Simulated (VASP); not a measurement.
A run of VASP 6.6.1 is set up as follows.

File INCAR:

```
SYSTEM = ZnP
PREC = Accurate
ENCUT = 520
EDIFF = 1E-7
ISMEAR = -1
SIGMA = 0.05
LREAL = .False.
LASPH = .True.
NELM = 80
ALGO = Normal
ISIF = 2
LWAVE = .False.
LCHARG = .False.
GGA = PE
NBANDS = 25
```

File KPOINTS:

```
Automatic mesh
0
Gamma
  7 7 5
  0 0 0
```

Contents of POSCAR:

```
ZnP
1.0
    4.3625133600      0.0000000000      0.0000000000
   -2.1812566800      3.7780473900      0.0000000000
    0.0000000000      0.0000000000      5.0292866600
Zn P
2 2
Direct
    0.0000000000      0.0000000000      0.0000000000
    0.0000000000      0.0000000000      0.5000000000
    0.3333333300      0.6666666700      0.6156942100
    0.6666666700      0.3333333300      0.3843057900
```

Potentials or basis: VASP PAW PBE potentials, release 64 (Zn, P).

Command:

```bash
$ cat potpaw_PBE.64/Zn/POTCAR potpaw_PBE.64/P/POTCAR > POTCAR
$ mpirun -np 1 vasp_std > vasp.out
```

(1) Estimate the pressure.

(2) Estimate the largest force.

(3) What does it give for the band gap on the k mesh?

## Answers

(1) -3.9 GPa.

(2) 0.387 eV/Å.

(3) none (metal or under the smearing width).
